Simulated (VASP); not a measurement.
Given:

```
MgF2
1.0
    4.76104     0.00000     0.00000
    0.00000     4.76104     0.00000
    0.00000     0.00000     3.12517
Mg F
2 4
Direct
  0.00000   0.00000   0.00000
  0.50000   0.50000   0.50000
  0.30386   0.30386   0.00000
  0.80386   0.19614   0.50000
  0.19614   0.80386   0.50000
  0.69614   0.69614   0.00000
```

Method: RPBE GGA, VASP's PBE PAW potentials (set 64) (plane waves; VASP). Numerical set-up: 520 eV cut-off, 5×5×8 Γ-centred mesh, tetrahedra with Blöchl corrections, potentials Mg F.

The cores are frozen, which limits the accuracy of field gradients.

### Question
Give the principal components of the electric field gradient (V/Å²) and the asymmetry η at each nucleus.

### Answer

```tsv
atom	Vxx	Vyy	Vzz	η
Mg1	4.9	0.3	-5.2	0.89
Mg2	4.9	0.3	-5.2	0.89
F3	36.5	16.5	-53.0	0.38
F4	36.5	16.5	-53.0	0.38
F5	36.5	16.5	-53.0	0.38
F6	36.5	16.5	-53.0	0.38
```

The compound is MgF2 in the rutile structure. It was relaxed first, which changed the volume by +9 %.
